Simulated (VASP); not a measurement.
**AlCl2 with optPBE-vdW: from relaxation to properties**

Aim: relax AlCl2, then compute properties on the relaxed cell. The steps: relaxing cell and atoms (optPBE-vdW), second relaxation, single point with fields (optPBE-vdW), band structure (optPBE-vdW), density of states (optPBE-vdW), core-level energies (optPBE-vdW), band structure (HSE06), relaxing the atoms (optPBE-vdW) with a changed input and total energy, forces and stress (optPBE-vdW) with a changed input. The cell is generated by rule, not measured, and may not be a known phase.

Main program and level: VASP 6.6.1; optPBE-vdW; plane waves and PAW (Al, Cl), in the first sound run; inputs show where later runs differ.

Report form: the programs' logs are mostly left out.

### Step 1. Starting point

Before any relaxation, the start is as follows. Symmetry: I4/mmm, No. 139, tetragonal system. The conventional cell has a = 4.553 Å, b = 4.553 Å, c = 7.131 Å, α = 90.00°, β = 90.00°, γ = 90.00°. Nearest to Al lie 2 Cl at 1.71 Å. Nearest to Cl lie 1 Al at 1.71 Å. Farther neighbours and most contacts between anions are not listed.

### Step 2. Relaxing cell and atoms (optPBE-vdW)

Properties are meant for the cell that this level of theory prefers, so cell and atoms are relaxed first (ISIF = 3) until forces and stress are small; EDIFFG sets the threshold. optPBE-vdW pairs nonlocal correlation with a PBE-like exchange and tends to long distances. LUSE_VDW switches on a nonlocal correlation term for dispersion.

File INCAR:

```
SYSTEM = AlCl2
PREC = Accurate
ENCUT = 400
EDIFF = 1E-06
NELM = 100
ISMEAR = 0
SIGMA = 0.05
LREAL = .FALSE.
ALGO = Normal
GGA = OR
AGGAC = 0
LUSE_VDW = .TRUE.
LASPH = .TRUE.
LORBIT = 11
LWAVE = .FALSE.
LCHARG = .FALSE.
IBRION = 2
NSW = 60
ISIF = 3
EDIFFG = -0.01
```

File POSCAR:

```
AlCl2
1.0
   -2.2765565700      2.2765565700      3.5654746100
    2.2765565700     -2.2765565700      3.5654746100
    2.2765565700      2.2765565700     -3.5654746100
Al Cl
1 2
Direct
    0.5000000000      0.5000000000      0.0000000000
    0.7395361100      0.7395361100      0.0000000000
    0.2604638900      0.2604638900      0.0000000000
```

File KPOINTS:

```
Automatic mesh
0
Gamma
7 7 7
0 0 0
```

PAW data sets: Al and Cl (PBE family, release 64).

Launch:

```bash
$ mpirun -np 1 vasp_std
```

Elapsed: 16 min, on 1 MPI rank of Intel Xeon Platinum 8375C at 2.90GHz (Ice Lake), shared host; peak memory 0.39 GiB.

This run has no spin polarisation. Its electron count is odd, so without a moment it is a metal by construction. The k-mesh is coarse for a metal. The PAW data sets were made with PBE, which is usual practice but a small mismatch for other functionals. After so large a change of volume the plane waves of the start cell no longer fit, so the final stress carries a basis-set error. The run keeps the 16 symmetry operations of its start, so it cannot find a distortion of lower symmetry.

The steps of the relaxation:

```tsv
step	energy less that of the first step (eV)	largest force (eV/Å)	pressure (GPa)	volume (Å³)
1	0.0000	15.2120	40.54	73.92
2	-0.7184	0.3169	-8.37	144.50
3	-1.7104	0.3866	-6.95	132.36
4	-2.1799	0.2969	-6.26	125.12
5	-3.9689	0.2397	-5.39	97.83
6	-4.9654	0.1530	-1.03	85.75
7	-4.9764	0.9177	4.96	79.81
8	-5.0530	0.2259	1.45	82.89
9	-5.0547	0.3242	2.00	82.38
10	-5.0547	0.2889	1.81	82.55
11	-5.1426	0.1745	1.19	85.92
12	-5.2485	0.0171	0.33	94.19
13	-5.2634	0.0387	0.14	98.06
14	-5.2643	0.0595	0.09	99.41
15	-5.2642	0.0546	0.10	99.07
16	-5.2648	0.0469	0.06	99.45
17	-5.2658	0.0268	-0.03	100.61
18	-5.2658	0.0216	-0.06	100.91
19	-5.2657	0.0508	0.15	101.00
20	-5.2660	0.0090	0.03	100.95
```

```tsv
cell as run	before	after	change
a (Å)	4.804	5.273	+9.8 %
b (Å)	4.804	5.273	+9.8 %
c (Å)	4.804	5.273	+9.8 %
α (°)	123.43	121.66	-1.4 %
β (°)	123.43	121.66	-1.4 %
γ (°)	84.16	87.15	+3.6 %
volume (Å³/atom)	24.64	33.65	+36.6 %
```

The atoms that moved most (Å, as changes of fractional coordinates times the final cell):

```tsv
atom	dx	dy	dz	length
Cl2	0.000	0.000	0.393	0.393
Cl3	0.000	0.000	-0.393	0.393
```

The relaxed structure:

```
Al Cl
1.0
    -2.57025    2.57025    3.82013
     2.57025   -2.57025    3.82013
     2.57025    2.57025   -3.82013
Al Cl
1 2
Direct
  0.50000 0.50000 0.00000
  0.79096 0.79096 0.00000
  0.20904 0.20904 0.00000
```

This step gave:

```yaml
electrons: 17
bands: 12
irreducible_k_points: 40
symmetry_operations: 16
free_energy_toten: -4.029 eV
energy_at_zero_smearing: -4.029 eV
fermi_energy: 1.441 eV
pressure: 0.03129 GPa
metallic_judged_on_the_points_sampled: yes
scf_cycles_over_all_ionic_steps: 167
```

It ends with a largest force of 0.009 eV/Å and a pressure of 0.03 GPa.

### Step 3. Second relaxation

The basis stayed that of the start cell while the cell moved. A rerun from the cell reached resets it; the error of the finite cutoff stays. The mesh changes with the cell too.

INCAR is that of step 2.

File POSCAR:

```
AlCl2
1.0
   -2.5702454298      2.5702454298      3.8201283938
    2.5702454298     -2.5702454298      3.8201283938
    2.5702454298      2.5702454298     -3.8201283938
Al Cl
1 2
Direct
    0.5000000000      0.5000000000      0.0000000000
    0.7909601676      0.7909601676      0.0000000000
    0.2090398324      0.2090398324      0.0000000000
```

File KPOINTS:

```
Automatic mesh
0
Gamma
6 6 6
0 0 0
```

Launch:

```bash
$ mpirun -np 1 vasp_std
```

Run time: 3.8 min. Hardware: 1 MPI rank; peak memory 0.46 GiB.

Step by step:

```tsv
step	energy less that of the first step (eV)	largest force (eV/Å)	pressure (GPa)	volume (Å³)
1	0.0000	0.0167	0.04	100.95
2	-0.0001	0.0195	0.05	101.07
3	-0.0004	0.0264	0.07	101.44
4	-0.0005	0.0095	0.02	101.64
```

```tsv
conventional cell, symmetrised	before	after	change
a (Å)	5.140	5.164	+0.5 %
b (Å)	5.140	5.164	+0.5 %
c (Å)	7.640	7.624	-0.2 %
volume (Å³/atom)	33.65	33.88	+0.7 %
```

Final coordinates:

```xyz
3
Lattice="-2.5819 2.5819 3.8121 2.5819 -2.5819 3.8121 2.5819 2.5819 -3.8121" Properties=species:S:1:pos:R:3 pbc="T T T"
Al    0.0000    0.0000    3.8121
Cl    0.0000    0.0000    6.0348
Cl    0.0000    0.0000    1.5893
```

Numbers from this step:

```
irreducible k-points            : 30
free energy (TOTEN)             : -4.045 eV
energy at zero smearing         : -4.043 eV
Fermi energy                    : 1.419 eV
pressure                        : 0.02204 GPa
SCF cycles over all ionic steps : 31
```

It ends with a largest force of 0.009 eV/Å and a pressure of 0.02 GPa.

### Step 4. Single point with fields (optPBE-vdW)

The relaxed cell gets a fresh self-consistent run, on a basis set for its own volume, to fix the density and to check the remaining stress.

INCAR: that of step 3 with these lines changed.

```diff
@@ -15,6 +15,5 @@
 LWAVE = .FALSE.
-LCHARG = .FALSE.
-IBRION = 2
-NSW = 60
-ISIF = 3
-EDIFFG = -0.01
+LCHARG = .TRUE.
+ISIF = 2
+LELF = .TRUE.
+LVHAR = .TRUE.
```

File POSCAR:

```
AlCl2
1.0
   -2.5818537832      2.5818537832      3.8120509093
    2.5818537832     -2.5818537832      3.8120509093
    2.5818537832      2.5818537832     -3.8120509093
Al Cl
1 2
Direct
    0.5000000000      0.5000000000      0.0000000000
    0.7915376366      0.7915376366      0.0000000000
    0.2084623634      0.2084623634      0.0000000000
```

KPOINTS is that of step 3.

Launch:

```bash
$ mpirun -np 1 vasp_std
```

It took 79 s on 1 MPI rank; peak memory 0.47 GiB.

Numbers from this step:

```
SCF cycles              : 14
energy at zero smearing : -4.044 eV
Fermi energy            : 1.418 eV
pressure                : 0.02243 GPa
```

Valence electrons inside each PAW sphere by angular momentum. Sphere charges, by row:

```tsv
atom	s (e)	p (e)	d (e)	tot (e)
Al1	0.508	0.189	0	0.697
Cl2	1.63	3.496	0	5.126
Cl3	1.63	3.496	0	5.126
```

Electrostatic potential energy in the ac plane of the conventional cell at fractional y = 0.500, with atoms of Al and Cl within 0.2 Å of it. With pseudopotentials it is smooth inside the atoms' cores, unlike the true potential.

Ten even steps from '0' (-86 eV) to '9' (5 eV), each cell a mean:
```
99998510379999
99999865789999
99999988899999
99999877899999
99999621489999
99999400179999
99999510389999
99999866799999
99999999999999
99999999999999
99999999999999
99999988999999
99999743699999
99999400279999
99999500289999
99999743699999
99999988899999
99999887899999
99998743589999
99998500279999
```
Columns run along a (5.2 Å; values clipped at the 3rd and 97th percentile), rows up along c (7.6 Å), edges of the conventional cell, whose origin can differ from the input's. Atoms in or near the plane, at fractional coordinates: Al at (0.50, 0.00), Cl at (0.50, 0.29), Cl at (0.50, 0.71).

ELF in the ac plane of the conventional cell at fractional y = 0.500, with atoms of Al and Cl within 0.2 Å of it. It is the smooth field of the valence electrons, not physical close to the nuclei.

Values, 20 rows by 14 columns, each cell a mean:
```
0.01 0.05 0.29 0.60 0.71 0.55 0.27 0.21 0.40 0.67 0.68 0.44 0.13 0.02
0.01 0.03 0.13 0.32 0.49 0.56 0.59 0.60 0.56 0.52 0.40 0.22 0.06 0.01
0.00 0.01 0.06 0.20 0.40 0.61 0.73 0.76 0.68 0.50 0.28 0.11 0.03 0.01
0.00 0.01 0.09 0.32 0.59 0.75 0.81 0.82 0.79 0.68 0.44 0.16 0.03 0.01
0.00 0.02 0.16 0.52 0.78 0.84 0.74 0.68 0.82 0.83 0.66 0.30 0.05 0.01
0.00 0.02 0.21 0.62 0.84 0.86 0.60 0.43 0.79 0.87 0.75 0.39 0.07 0.01
0.00 0.02 0.19 0.59 0.84 0.88 0.77 0.68 0.84 0.87 0.73 0.36 0.06 0.01
0.00 0.01 0.10 0.41 0.71 0.83 0.84 0.84 0.84 0.77 0.56 0.22 0.03 0.01
0.01 0.01 0.03 0.15 0.35 0.51 0.60 0.62 0.56 0.44 0.24 0.07 0.01 0.01
0.01 0.01 0.01 0.03 0.06 0.11 0.14 0.15 0.13 0.09 0.04 0.02 0.01 0.01
0.01 0.01 0.02 0.06 0.15 0.25 0.32 0.33 0.28 0.19 0.09 0.03 0.01 0.01
0.00 0.01 0.06 0.26 0.53 0.69 0.76 0.77 0.73 0.62 0.38 0.12 0.02 0.01
0.00 0.02 0.15 0.51 0.78 0.86 0.84 0.82 0.87 0.84 0.65 0.28 0.05 0.01
0.00 0.02 0.21 0.62 0.85 0.87 0.66 0.54 0.82 0.88 0.75 0.39 0.07 0.01
0.00 0.02 0.19 0.59 0.83 0.86 0.64 0.50 0.79 0.86 0.72 0.36 0.06 0.01
0.00 0.02 0.12 0.43 0.71 0.82 0.80 0.77 0.82 0.78 0.57 0.24 0.04 0.01
0.00 0.01 0.07 0.24 0.49 0.69 0.79 0.80 0.74 0.59 0.35 0.13 0.03 0.01
0.00 0.02 0.08 0.22 0.40 0.57 0.69 0.72 0.63 0.48 0.30 0.13 0.03 0.01
0.01 0.04 0.20 0.45 0.58 0.53 0.44 0.44 0.50 0.59 0.52 0.31 0.08 0.01
0.01 0.07 0.34 0.67 0.77 0.57 0.20 0.13 0.39 0.72 0.75 0.50 0.15 0.02
```
Columns run along a (5.2 Å), rows up along c (7.6 Å), edges of the conventional cell, whose origin can differ from the input's. Atoms in or near the plane, at fractional coordinates: Al at (0.50, 0.00), Cl at (0.50, 0.29), Cl at (0.50, 0.71).

Valence density in the ac plane of the conventional cell at fractional y = 0.500, with atoms of Al and Cl within 0.2 Å of it. It is the smooth field of the valence electrons, not physical close to the nuclei.

Ten even steps from '_' (0.0 e/Å³) to '@' (1.6 e/Å³), each cell a mean:
```
____________________________
__________........__________
__________..::--::..________
________..--**##++::________
________::##@@@@@@==..______
________--@@**--@@++..______
________::##@@%%@@==..______
________..--**##++::________
__________....::..__________
____________________________
____________________________
__________::----::..________
________..++%%@@##--________
________--%%##++@@++..______
________--%%%%++@@++..______
________::++@@@@##--________
________..::==++--..________
__________..::::....________
__________..____..__________
____________________________
```
Columns run along a (5.2 Å), rows up along c (7.6 Å), edges of the conventional cell, whose origin can differ from the input's. Atoms in or near the plane, at fractional coordinates: Al at (0.50, 0.00), Cl at (0.50, 0.29), Cl at (0.50, 0.71).

In this run the pressure is 0.02 GPa, small enough to go on; single stress components reach 0.03 GPa.

### Step 5. Band structure (optPBE-vdW)

Levels along the symmetry lines show where the bands peak and cross; KPOINTS_OPT computes them in the converged potential.

INCAR: that of step 4 with these lines changed.

```diff
@@ -15,5 +15,2 @@
 LWAVE = .FALSE.
-LCHARG = .TRUE.
-ISIF = 2
-LELF = .TRUE.
-LVHAR = .TRUE.
+LCHARG = .FALSE.
```

POSCAR is that of step 4.

KPOINTS is that of step 4.

File KPOINTS_OPT:

```
Line mode
16
Line-mode
Reciprocal
  0.00000000   0.00000000   0.00000000 GAMMA
  0.00000000   0.00000000   0.50000000 X

  0.00000000   0.00000000   0.50000000 X
 -0.22935906   0.22935906   0.50000000 Y

 -0.22935906   0.22935906   0.50000000 Y
 -0.36467953   0.36467953   0.36467953 S

 -0.36467953   0.36467953   0.36467953 S
  0.00000000   0.00000000   0.00000000 GAMMA

  0.00000000   0.00000000   0.00000000 GAMMA
  0.50000000   0.50000000  -0.50000000 Z

  0.50000000   0.50000000  -0.50000000 Z
  0.36467953   0.63532047  -0.36467953 S1

  0.36467953   0.63532047  -0.36467953 S1
  0.00000000   0.50000000   0.00000000 N

  0.00000000   0.50000000   0.00000000 N
  0.25000000   0.25000000   0.25000000 P

  0.25000000   0.25000000   0.25000000 P
  0.50000000   0.50000000  -0.22935906 Y1

  0.50000000   0.50000000  -0.22935906 Y1
  0.50000000   0.50000000  -0.50000000 Z

  0.00000000   0.00000000   0.50000000 X
  0.25000000   0.25000000   0.25000000 P
```

Launch:

```bash
$ mpirun -np 1 vasp_std
```

Elapsed: 2.1 min, on 1 MPI rank; peak memory 0.46 GiB.

Electronic bands along the path, in eV, zero at the Fermi level; # counts the bands kept in this run:

```tsv
point	#4	#5	#6	#7	#8
Γ	-4.07	-3.29	-3.29	-1.47	1.68
0.47 of the way	-4.16	-3.57	-3.22	-0.92	1.19
X	-4.36	-3.13	-2.87	-0.39	0.75
0.53 of the way	-4.18	-3.37	-2.89	-0.28	0.98
Y	-3.82	-3.81	-2.93	-0.13	1.57
0.47 of the way	-4.11	-3.54	-3.02	-0.07	2.01
S	-4.38	-3.27	-3.21	-0.05	2.25
0.53 of the way	-3.85	-3.82	-3.67	-0.82	1.39
Γ	-4.07	-3.29	-3.29	-1.47	1.68
0.47 of the way	-4.32	-3.16	-3.16	-0.12	2.40
Z	-4.40	-3.01	-3.01	0.09	3.20
0.47 of the way	-4.42	-3.07	-3.05	0.06	2.87
S1	-4.38	-3.27	-3.21	-0.05	2.25
0.47 of the way	-4.17	-3.51	-3.42	0.08	1.84
N	-3.88	-3.84	-3.74	0.32	1.64
0.47 of the way	-4.41	-3.29	-3.27	0.36	1.67
P	-4.70	-3.00	-3.00	0.42	1.70
0.53 of the way	-4.28	-3.32	-2.92	0.04	1.20
Y1	-3.82	-3.81	-2.93	-0.13	1.57
0.53 of the way	-4.38	-3.24	-2.99	0.03	2.67
Z	-4.40	-3.01	-3.01	0.09	3.20
jump to X	-4.36	-3.13	-2.87	-0.39	0.75
0.53 of the way	-4.48	-3.08	-2.91	0.05	1.06
P	-4.70	-3.00	-3.00	0.42	1.70
```

Of the projections kept (Al, Cl), the largest for each band there, as a share of the weight inside these atoms' spheres; weight between the spheres isn't counted:

```tsv
point	#4	#5	#6	#7	#8
Γ	Cl 1.00	Cl 0.99	Cl 0.99	Cl 0.57	Al 0.95
X	Cl 1.00	Cl 0.99	Cl 1.00	Cl 0.54	Al 0.99
Y	Cl 0.98	Cl 1.00	Cl 1.00	Cl 0.58	Al 0.78
S	Cl 0.97	Cl 1.00	Cl 1.00	Cl 0.60	Al 0.58
Γ	Cl 1.00	Cl 0.99	Cl 0.99	Cl 0.57	Al 0.95
Z	Cl 0.91	Cl 1.00	Cl 1.00	Cl 0.61	Al 0.65
```

There is no gap at this level.

Of the bands kept, 1 crosses the Fermi level on this path.

### Step 6. Density of states (optPBE-vdW)

Here the states are counted by energy and projected on the atoms. The mesh is finer than in the run before.

INCAR: that of step 5 with these lines changed.

```diff
@@ -5,3 +5,3 @@
 NELM = 100
-ISMEAR = 0
+ISMEAR = -5
 SIGMA = 0.05
@@ -16 +16,2 @@
 LCHARG = .FALSE.
+NEDOS = 2001
```

POSCAR is that of step 5.

File KPOINTS:

```
Automatic mesh
0
Gamma
9 9 9
0 0 0
```

Launch:

```bash
$ mpirun -np 1 vasp_std
```

Wall time 2 min (1 MPI rank); peak memory 0.49 GiB.

With tetrahedra the forces and stress of a metal are not exact derivatives of the energy.

This step gave:

```yaml
scf_cycles: 15
irreducible_k_points: 75
free_energy_toten: -4.043 eV
fermi_energy: 1.401 eV
pressure: -0.001475 GPa
dos_at_the_fermi_level_one_point_of_the_energy_grid: 2.258 states/eV/cell
```

The density of states has structure finer than the step of the table below, so its rows give means over 0.5 eV, whole bins alone (the curve runs from -12.0 to 3.83 eV). Peaks (eV: height): total -3.98: 6.10, -3.67: 5.28, -3.19: 6.16, 0.24: 4.16; Cl p -3.98: 3.57, -3.67: 3.23, -3.15: 4.12, 0.24: 1.40; Al p -4.63: 0.168, 1.63: 0.480, 2.35: 0.596; Al s -6.10: 0.441, 0.24: 0.656.

States under -12.0 eV and over 3.8 eV are left out. The density of states by energy, zero at the Fermi level; means over each step; values in states/eV/cell:

```tsv
energy (eV)	total	Cl p	Al p	Al s
-7.5	0	0	0	0
-7.0	0.483	0.184	9.8e-4	0.0643
-6.5	2.27	0.918	0.00829	0.300
-6.0	1.29	0.512	0.00695	0.180
-5.5	1.30	0.694	0.0615	0.0318
-5.0	1.98	1.06	0.0884	0.0331
-4.5	4.67	2.55	0.106	0.00960
-4.0	4.12	2.39	0.0240	0.00148
-3.5	4.54	2.87	0.0290	5.6e-4
-3.0	3.36	2.28	0.0112	5.8e-5
-2.5	0	0	0	0
-2.0	0	0	0	0
-1.5	0.0150	0.00273	2.2e-5	0.00228
-1.0	0.256	0.0557	5.1e-4	0.0403
-0.5	0.835	0.210	0.00173	0.144
0.0	2.37	0.722	0.00430	0.402
0.5	0.537	0.181	8.2e-4	0.0863
1.0	0.547	0.0128	0.0851	6.1e-4
1.5	2.10	0.135	0.328	0.00450
2.0	2.13	0.178	0.367	0.00872
2.5	2.72	0.302	0.498	0.00594
3.0	0.488	0.0570	0.0970	3.8e-4
3.5	0	0	0	0
```

The finer mesh and the other smearing move the Fermi level by -0.02 eV from the 6×6×6 run, a small shift, which tests the Fermi level alone. Of the states within 0.3 eV of the Fermi level, the largest shares in the PAW spheres are Cl p 31 % and Al s 17 %. The rest lies in smaller channels or between the spheres.

### Step 7. Core-level energies (optPBE-vdW)

Core levels shift with the potential at each site, so they tell like atoms on unlike sites apart.

INCAR: that of step 6 with these lines changed.

```diff
@@ -5,3 +5,3 @@
 NELM = 100
-ISMEAR = -5
+ISMEAR = 0
 SIGMA = 0.05
@@ -16,2 +16,2 @@
 LCHARG = .FALSE.
-NEDOS = 2001
+ICORELEVEL = 1
```

POSCAR is that of step 6.

File KPOINTS:

```
Automatic mesh
0
Gamma
6 6 6
0 0 0
```

Launch:

```bash
$ mpirun -np 1 vasp_std
```

The job ended after 83 s (1 MPI rank; peak memory 0.47 GiB).

These are scalar-relativistic Kohn-Sham levels of the ground state, with no core hole, so they are not binding energies.

Numbers from this step:

```yaml
scf_cycles: 14
irreducible_k_points: 30
free_energy_toten: -4.045 eV
fermi_energy: 1.418 eV
pressure: 0.02243 GPa
```

[end of part 1 of 2]

[Lines on the potential files, build, host, timing and source positions are cut from VASP's logs without a mark.]

[Logs are printed without paths, hosts, clocks, repeated set-up lines and the standing remarks that a program may print on its own settings, such as how far it seeks lower states.]

[Hosts, paths, dates, database ids (printed as entryN), source tags and the programs' standing remarks are cut or masked in the printed files.]

[A measured line is paired with the nearest computed mode of its activity, which favours agreement.]

[In band tables of VASP the shares of atoms and orbitals are scaled to a sum of 1 inside the atoms' spheres.]
